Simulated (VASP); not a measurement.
```xyz
3
Lattice="-1.5730 1.5730 3.8175 1.5730 -1.5730 3.8175 1.5730 1.5730 -3.8175" Properties=species:S:1:pos:R:3 pbc="T T T"
Si     0.0000     0.0000     2.5577
Si     0.0000     0.0000     5.0774
W      0.0000     0.0000     0.0000
```

Method: PBE GGA, VASP's PBE PAW potentials (set 64) (plane waves; VASP). Numerical set-up: 300 eV cut-off, 15×15×15 Γ-centred mesh, Fermi-Dirac smearing of 0.050 eV, potentials Si W_sv.

Give the energies of bands 6 to 14 at the high-symmetry points, in eV from the Fermi level.

```
band      Γ      X      P       N       M      S      R
----  -----  -----  -----  ------  ------  -----  -----
6     -7.30  -7.47  -6.99  -10.14  -11.49  -9.63  -8.50
7     -3.65  -6.29  -6.99   -6.03   -4.24  -8.13  -6.19
8     -3.58  -5.45  -6.83   -5.05   -2.75  -3.29  -5.36
9     -3.04  -5.27  -3.05   -3.03   -0.84  -2.92  -4.12
10    -3.04  -3.49  -2.53   -2.97   -0.84  -2.56  -3.34
11     0.65  -1.78  -2.53   -0.51   -0.52  -0.38  -2.40
12     2.71   3.16   0.35    2.92   -0.52   1.84   2.26
13     3.20   3.29   3.29    3.00    0.86   2.64   2.28
14     3.23   3.49   4.03    4.15    4.90   3.69   3.40
```

It has no gap at this level: it comes out as a metal or semimetal.

The structure comes from a computed database's Si2W entry; how it stands against other phases isn't given here. The cell was not relaxed at this level.
